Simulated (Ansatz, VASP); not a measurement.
# TiO2 (Anatase) in two plane-wave programs, part 2 of 2

One calculation is typed for both programs; each brings its own data sets. How far apart do they land? The structure shown is the start of the Ansatz relaxation below; VASP solves that cell, so the two are compared at the walk's first step.

VASP 6.6.1 and Ansatz 0.2.0.

So far. Step 4 (Differences): The forces differ by 12 meV/Å r.m.s., which is 16.7 % of the r.m.s. force of 0.071 eV/Å (both taken over all components).

**6. Ansatz: relaxation, LDA**

Level of this step: Ansatz beside VASP: Kohn-Sham DFT, plane waves, LDA (Ansatz).

The two programs are compared at the cell with which this relaxation starts, whose forces are those of its first step. The cell compared in this pair holds 67.33 Å³, against 67.07 Å³ for the pair before.

The structure compared here is the start of the Ansatz relaxation; VASP solves that cell, so the two are compared at the walk's first step.

File input.yaml:

```yaml
crystal:
  lattice:
    - [-1.8589175323, 1.8589175323, 4.8711239759]
    - [1.8589175323, -1.8589175323, 4.8711239759]
    - [1.8589175323, 1.8589175323, -4.8711239759]
  atoms:
    - { symbol: O, position: [0.2054443138, 0.2054443138, 0.0] }
    - { symbol: O, position: [0.9554443138, 0.4554443138, 0.5] }
    - { symbol: O, position: [0.5445556862, 0.0445556862, 0.5] }
    - { symbol: O, position: [0.7945556862, 0.7945556862, 0.0] }
    - { symbol: Ti, position: [0.0, 0.0, 0.0] }
    - { symbol: Ti, position: [0.75, 0.25, 0.5] }
  conventional_axes: [[0, 1, 1], [1, 0, 1], [1, 1, 0]]
kpoints:
  mp_grid: { grid: [12, 12, 12] }
hamiltonian:
  xc: lda
  pseudopotentials: { kind: paw, azcp: { folder: soft_1 }, xc_functional: pbe }
scf:
  occupations: { method: fixed }
output:
  forces: true
  stress: true
  eigenvalues: true
relax:
  adjacent_minimum: "off"
  f_tol: 0.001
  max_steps: 60
  cell: { stress_tol: 0.01, fix: [c, angles] }
```

Launch:

```bash
$ ansatz run input.yaml --threads 8 --pin off --max-ram 20480MiB --backend cpu --events-out ev --progress --plain --runs-dir out
```

Numbers of over 12 decimals in the logs are rounded to 6 here.

The program printed:

```text
[...]
Crystal: 6 atoms, lattice volume = 67.330 Å³
Basis set: ecut = 420 eV, 1333 PW (Γ), FFT grids on a1+a3, a2+a3, a3
Bands: 30, of which v1, the nominal top of the filled ones, is band 24 counted from 1 (23 counted from 0)
Symmetry: 16 space group operations
[...]
k-points: 163 of 1728
[...]
cell:  # Å, volume = 66.9250 Å³
    - [-1.853316, 1.853316, 4.8711239759]
    - [1.853316, -1.853316, 4.8711239759]
    - [1.853316, 1.853316, -4.8711239759]
  atoms:
    - { symbol: O, position: [0.204271, 0.204271, 0] }
    - { symbol: O, position: [0.954271, 0.454271, 0.5] }
    - { symbol: O, position: [0.545729, 0.045729, 0.500000] }
    - { symbol: O, position: [0.795729, 0.795729, 0] }
    - { symbol: Ti, position: [0, 0, 0] }
    - { symbol: Ti, position: [0.75, 0.250000, 0.500000] }
[key lines of the parts left out:]
SCF converged after 6 iterations
Free energy (F): -7130.467823 eV
Fermi energy:    7.083918 eV
P = ⅓ Tr σ = -1.0496 GPa (-10.496 kbar)
```

**7. VASP: single point, LDA, start cell, pair 2**

The same cell, functional (in two slightly different forms) and mesh now go to VASP, with its own data sets.

File INCAR:

```
SYSTEM = TiO2
PREC = Accurate
ENCUT = 520
EDIFF = 1E-06
NELM = 120
ISMEAR = 0
SIGMA = 0.01
LREAL = .FALSE.
ALGO = Normal
GGA = CA
NBANDS = 30
LASPH = .TRUE.
LORBIT = 11
LWAVE = .FALSE.
LCHARG = .FALSE.
ISIF = 2
GGA_COMPAT = .FALSE.
EFERMI = MIDGAP
KPAR = 2
```

File POSCAR:

```
TiO2
1.0
   -1.8589180000      1.8589180000      4.8711240000
    1.8589180000     -1.8589180000      4.8711240000
    1.8589180000      1.8589180000     -4.8711240000
O Ti
4 2
Direct
    0.2054442671      0.2054442671      0.0000000000
    0.9554442671      0.4554442671      0.5000000000
    0.5445557329      0.0445557329      0.5000000000
    0.7945557329      0.7945557329      0.0000000000
    0.0000000000      0.0000000000      0.0000000000
    0.7500000000      0.2500000000      0.5000000000
```

File KPOINTS:

```
Automatic mesh
0
Gamma
12 12 12
0 0 0
```

PAW data sets: O and Ti_sv (LDA family, release 64).

Launch:

```bash
$ mpirun -np 2 vasp_std
```

The program printed:

```text
[... set-up lines as in an earlier step ...]
 entering main loop
       N       E                     dE             d eps       ncg     rms          rms(c)
DAV:   1     0.666108959321E+03    0.66611E+03   -0.24724E+04  9780   0.185E+03
DAV:   2     0.352032972575E+02   -0.63091E+03   -0.59917E+03 10672   0.546E+02
DAV:   3    -0.705537573750E+02   -0.10576E+03   -0.10385E+03 14396   0.204E+02
DAV:   4    -0.753396817654E+02   -0.47859E+01   -0.47802E+01 13940   0.441E+01
[...]
DAV:  14    -0.588166875161E+02    0.13974E-05   -0.59666E-05 13876   0.728E-02    0.123E-02
DAV:  15    -0.588166871734E+02    0.34269E-06   -0.10162E-05 12866   0.321E-02    0.424E-03
DAV:  16    -0.588166871515E+02    0.21845E-07   -0.36405E-07  5268   0.678E-03
   1 F= -.58816687E+02 E0= -.58816687E+02  d E =0.000000E+00
```

OUTCAR, selected parts (step 7):

```text
  Total       -0.1071647     -0.1071647     -2.0244129      0.0000000      0.0000000      0.0000000
  in kB       -2.5500725     -2.5500725    -48.1725946      0.0000000      0.0000000      0.0000000
  external PRESSURE =     -17.7575798 kB  Pullay stress =       0.0000000 kB

 POSITION                                       TOTAL-FORCE (eV/Angst)
 -----------------------------------------------------------------------------------
      0.00000      0.00000      2.00149        -0.000000      0.000000     -0.144542
     -0.00000      1.85892      4.43705         0.000000     -0.000000     -0.144542
      0.00000      1.85892      0.43407         0.000000     -0.000000      0.144542
      0.00000      0.00000      7.74076        -0.000000      0.000000      0.144542
      0.00000      0.00000      0.00000         0.000000      0.000000     -0.000000
      0.00000      1.85892      2.43556         0.000000      0.000000      0.000000
 -----------------------------------------------------------------------------------
    total drift:                               -0.000000     -0.000000     -0.000000

  FREE ENERGIE OF THE ION-ELECTRON SYSTEM (eV)
  ---------------------------------------------------
  free  energy   TOTEN  =       -58.8166871515 eV

  energy  without entropy=      -58.8166871515  energy(sigma->0) =      -58.81668715

[... 1 part as in an earlier step ...]

[... 2 further parts left out ...]
[key lines of the parts left out:]
E-fermi :   4.2752
```

The run ends at a pressure of -1.78 GPa, with forces up to 0.14 eV/Å.

**8. Differences**

Forces (eV/Å; atoms numbered as in POSCAR):

| atom | Ansatz x, y, z | VASP x, y, z |
| --- | --- | --- |
| O1 | 0.000, 0.000, -0.166 | 0.000, 0.000, -0.145 |
| O2 | 0.000, 0.000, -0.166 | 0.000, 0.000, -0.145 |
| O3 | 0.000, 0.000, 0.166 | 0.000, 0.000, 0.145 |
| O4 | 0.000, 0.000, 0.166 | 0.000, 0.000, 0.145 |
| Ti5 | 0.000, 0.000, 0.000 | 0.000, 0.000, 0.000 |
| Ti6 | 0.000, 0.000, 0.000 | 0.000, 0.000, 0.000 |

The forces differ by 10 meV/Å r.m.s., which is 15.0 % of the r.m.s. force of 0.068 eV/Å (both taken over all components).

**9. What the set-up changes**

Further runs change the set-up of one program: Ansatz's method, potentials or start, or VASP's data sets, cutoff or form of LDA. The table gives that difference for each run.

| run | r.m.s. force difference (meV/Å) |
| --- | --- |
| as above | 10 |
| VASP with a cutoff of 600 eV (perhaps on Ansatz's relaxed cell) | 11 |

**10. Ansatz: relaxation, LDA**

The two programs are compared at the cell with which this relaxation starts, whose forces are those of its first step. The cell compared in this pair holds 67.57 Å³, against 67.33 Å³ for the pair before.

The structure compared here is the start of the Ansatz relaxation; VASP solves that cell, so the two are compared at the walk's first step.

input.yaml, the sections that differ from step 6:

```yaml
crystal:
  lattice:
    - [-1.8533162042, 1.8533162042, 4.9184164417]
    - [1.8533162042, -1.8533162042, 4.9184164417]
    - [1.8533162042, 1.8533162042, -4.9184164417]
  atoms:
    - { symbol: O, position: [0.2042713965, 0.2042713965, 0.0] }
    - { symbol: O, position: [0.9542713965, 0.4542713965, 0.5] }
    - { symbol: O, position: [0.5457286035, 0.0457286035, 0.5] }
    - { symbol: O, position: [0.7957286035, 0.7957286035, 0.0] }
    - { symbol: Ti, position: [0.0, 0.0, 0.0] }
    - { symbol: Ti, position: [0.75, 0.25, 0.5] }
  conventional_axes: [[0, 1, 1], [1, 0, 1], [1, 1, 0]]
# kpoints, hamiltonian, scf, output, relax: as in step 6
```

Launch:

```bash
$ ansatz run input.yaml --threads 8 --pin off --max-ram 20480MiB --backend cpu --events-out ev --progress --plain --runs-dir out
```

The program printed:

```text
[...]
Crystal: 6 atoms, lattice volume = 67.575 Å³
Basis set: ecut = 420 eV, 1341 PW (Γ), FFT grids on a1+a3, a2+a3, a3
Bands: 30, of which v1, the nominal top of the filled ones, is band 24 counted from 1 (23 counted from 0)
Symmetry: 16 space group operations
[...]
k-points: 163 of 1728
[...]
- [-1.847680, 1.847680, 4.9184164417]
    - [1.847680, -1.847680, 4.9184164417]
    - [1.847680, 1.847680, -4.9184164417]
  atoms:
    - { symbol: O, position: [0.203151, 0.203151, 0] }
    - { symbol: O, position: [0.953151, 0.453151, 0.500000] }
    - { symbol: O, position: [0.546849, 0.046849, 0.5] }
    - { symbol: O, position: [0.796849, 0.796849, 0] }
    - { symbol: Ti, position: [-1.026410924222336e-19, -1.026410924222336e-19, 0] }
    - { symbol: Ti, position: [0.75, 0.250000, 0.5] }
[key lines of the parts left out:]
SCF converged after 6 iterations
Free energy (F): -7130.453020 eV
Fermi energy:    7.024269 eV
P = ⅓ Tr σ = -1.3873 GPa (-13.873 kbar)
```

**11. VASP: single point, LDA, start cell, pair 3**

The same cell, functional (in two slightly different forms) and mesh now go to VASP, with its own data sets.

INCAR is that of step 7.

File POSCAR:

```
TiO2
1.0
   -1.8533160000      1.8533160000      4.9184160000
    1.8533160000     -1.8533160000      4.9184160000
    1.8533160000      1.8533160000     -4.9184160000
O Ti
4 2
Direct
    0.2042714565      0.2042714565      0.0000000000
    0.9542714565      0.4542714565      0.5000000000
    0.5457286452      0.0457286452      0.5000000000
    0.7957286452      0.7957286452      0.0000000000
    0.0000000000      0.0000000000      0.0000000000
    0.7500000000      0.2500000000      0.5000000000
```

KPOINTS is that of step 7.

Launch:

```bash
$ mpirun -np 2 vasp_std
```

The program printed:

```text
[... set-up lines as in an earlier step ...]
 entering main loop
       N       E                     dE             d eps       ncg     rms          rms(c)
DAV:   1     0.666386502680E+03    0.66639E+03   -0.24739E+04  9780   0.185E+03
DAV:   2     0.315682772184E+02   -0.63482E+03   -0.60528E+03 10728   0.546E+02
DAV:   3    -0.707023616798E+02   -0.10227E+03   -0.10068E+03 14368   0.203E+02
DAV:   4    -0.753792157651E+02   -0.46769E+01   -0.46710E+01 14000   0.436E+01
[...]
DAV:  14    -0.588027573940E+02    0.18082E-05   -0.71409E-05 13726   0.800E-02    0.135E-02
DAV:  15    -0.588027567863E+02    0.60768E-06   -0.12352E-05 13116   0.351E-02    0.439E-03
DAV:  16    -0.588027567938E+02   -0.75115E-08   -0.40736E-07  5646   0.704E-03
   1 F= -.58802757E+02 E0= -.58802757E+02  d E =0.000000E+00
```

From OUTCAR (step 11):

```text
  Total       -0.0989648     -0.0989648     -2.4044170      0.0000000      0.0000000      0.0000000
  in kB       -2.3464267     -2.3464267    -57.0080472      0.0000000      0.0000000      0.0000000
  external PRESSURE =     -20.5669669 kB  Pullay stress =       0.0000000 kB

 POSITION                                       TOTAL-FORCE (eV/Angst)
 -----------------------------------------------------------------------------------
      0.00000      0.00000      2.00938         0.000000     -0.000000     -0.138965
      0.00000      1.85332      4.46859        -0.000000      0.000000     -0.138965
      0.00000      1.85332      0.44983        -0.000000      0.000000      0.138965
      0.00000      0.00000      7.82745         0.000000     -0.000000      0.138965
      0.00000      0.00000      0.00000        -0.000000     -0.000000      0.000000
     -0.00000      1.85332      2.45921        -0.000000     -0.000000      0.000000
 -----------------------------------------------------------------------------------
    total drift:                               -0.000000     -0.000000     -0.002273

  FREE ENERGIE OF THE ION-ELECTRON SYSTEM (eV)
  ---------------------------------------------------
  free  energy   TOTEN  =       -58.8027567938 eV

  energy  without entropy=      -58.8027567938  energy(sigma->0) =      -58.80275679

[... 1 part as in an earlier step ...]

[... 2 further parts left out ...]
[key lines of the parts left out:]
E-fermi :   4.2530
```

The run ends at a pressure of -2.06 GPa, with forces up to 0.14 eV/Å.

**12. Differences**

Forces (eV/Å; atoms numbered as in POSCAR):

| atom | Ansatz x, y, z | VASP x, y, z |
| --- | --- | --- |
| O1 | 0.000, 0.000, -0.157 | 0.000, 0.000, -0.139 |
| O2 | 0.000, 0.000, -0.157 | 0.000, 0.000, -0.139 |
| O3 | 0.000, 0.000, 0.157 | 0.000, 0.000, 0.139 |
| O4 | 0.000, 0.000, 0.157 | 0.000, 0.000, 0.139 |
| Ti5 | 0.000, 0.000, 0.000 | 0.000, 0.000, 0.000 |
| Ti6 | 0.000, 0.000, 0.000 | 0.000, 0.000, 0.000 |

The forces differ by 8.5 meV/Å r.m.s., which is 13.0 % of the r.m.s. force of 0.066 eV/Å (both taken over all components).

**13. Further runs**

Further runs change the set-up of one program: Ansatz's method, potentials or start, or VASP's data sets, cutoff or form of LDA. The table gives that difference for each run.

| run | r.m.s. force difference (meV/Å) |
| --- | --- |
| as above | 8.5 |
| VASP with a cutoff of 600 eV (perhaps on Ansatz's relaxed cell) | 9.0 |

**14. Summary of results**

```
r.m.s. force difference (single point, LDA, start cell, pair 1) : 12 meV/Å
r.m.s. force difference (single point, LDA, start cell, pair 2) : 10 meV/Å
r.m.s. force difference (single point, LDA, start cell, pair 3) : 8.5 meV/Å
```

The r.m.s. force difference is 12 meV/Å (single point, LDA, start cell, pair 1), at about the 12 meV/Å picked in this series as the mark of a large difference. How closely two codes agree says nothing of how well the functional describes the real material.

[Lines on the potential files, build, host, timing and source positions are cut from VASP's logs without a mark.]

[Logs are printed without paths, hosts, clocks, repeated set-up lines and the standing remarks that a program may print on its own settings, such as how far it seeks lower states.]

[Hosts, paths, dates, database ids (printed as entryN), source tags and the programs' standing remarks are cut or masked in the printed files.]

[Rows of further runs with another cutoff or data set may stand on the cell that Ansatz relaxed, not on the start cell of the pair above them.]
